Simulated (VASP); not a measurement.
Input:

```yaml
crystal:
  lattice:
    - [0.00000, 1.53274, 1.53274]
    - [1.53274, 0.00000, 1.53274]
    - [1.53274, 1.53274, 0.00000]
  atoms:
    - { symbol: N, position: [0.00000, 0.00000, 0.00000] }
```

Method: PBEsol GGA, VASP's PBE PAW potentials (set 64) (plane waves; VASP 6.6.1). Run with 520 eV cut-off, Gaussian smearing of 0.050 eV, potentials N.

Task: What does the run give for the band gap (along the path) with the smallest direct gap where there is one?

Result: 
The band gap (along the path) comes out as none (metal, semimetal or under 0.01 eV).

Only differences to runs with the same potentials and settings are physical.

The structure was generated: N was put into the fcc type (Fm-3m), which need not be its known phase. It was relaxed first, which changed the volume by -5 %.
